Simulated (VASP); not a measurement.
Method: optB86b-vdW, VASP's PBE PAW potentials (set 64) (plane waves; VASP).

VASP ran on this input.

File KPOINTS:
```
Automatic mesh
0
Gamma
10 10 3
0 0 0
```

INCAR:
```
! general
SYSTEM    =  La
PREC      =  Accurate
ENCUT     =  520
LREAL     =  .FALSE.   ! projection in real space or not
LASPH     =  .TRUE.   ! aspherical one-centre terms

! electronic loop
EDIFF     =  1E-7   ! SCF stop (eV)
NELM      =  100   ! most electronic steps
ALGO      =  Normal   ! blocked Davidson
LMAXMIX   =  6   ! l cut-off of mixed one-centre charges

! smearing
ISMEAR    =  1   ! Methfessel-Paxton
SIGMA     =  0.1   ! width (eV)

! functional
GGA       =  MK
LUSE_VDW  =  .TRUE.
AGGAC     =  0.0
PARAM1    =  0.1234
PARAM2    =  1.0

! ions
IBRION    =  2   ! conjugate gradients
NSW       =  30
ISIF      =  4   ! ions and shape, fixed volume
EDIFFG    =  -0.01

! output
LWAVE     =  .FALSE.
LCHARG    =  .FALSE.
```

### POSCAR
```
La
1.0
  1.8700160876  -3.2389630917   0.0000000000
  1.8700160876   3.2389630917   0.0000000000
  0.0000000000   0.0000000000  11.9574883134
La
4
Cartesian
  3.7400321752   0.0000000000   5.9787441567
  3.7400321752   0.0000000000  11.9574883134
  1.8700160876   1.0796565232   2.9893720784
  1.8700160876  -1.0796565232   8.9681162351
```

POTCAR, in this order: La (PBE.64 set). Program: vasp_std.

**Question.** What does the run give for the energy per atom (σ→0), band gap (on the k-mesh)?

**Answer.** 
* **energy per atom (σ→0)**: -2.754 eV/atom
* **band gap (on the k-mesh)**: none (metal, semimetal or under 0.01 eV)

**OSZICAR**
```
...
   1 F= -.11016605E+02 E0= -.11015930E+02  d E =-.110166E+02
       N       E                     dE             d eps       ncg     rms          rms(c)
DAV:   1    -0.110167683036E+02   -0.16350E-03   -0.12452E-02  2184   0.204E+00    0.535E-02
DAV:   2    -0.110166766287E+02    0.91675E-04   -0.39256E-04  2548   0.236E-01    0.293E-02
DAV:   3    -0.110166403133E+02    0.36315E-04   -0.20294E-04  2608   0.149E-01    0.798E-03
DAV:   4    -0.110166402394E+02    0.73925E-07   -0.11923E-05  2488   0.319E-02    0.509E-03
DAV:   5    -0.110166401736E+02    0.65730E-07   -0.67655E-07  1808   0.850E-03
   2 F= -.11016640E+02 E0= -.11015964E+02  d E =-.354192E-04
```

The compound is La in the dhcp structure. This cell is one point of a volume scan, at 1.03 of the reference volume. Symmetry was kept, so distortions that lower it aren't found.
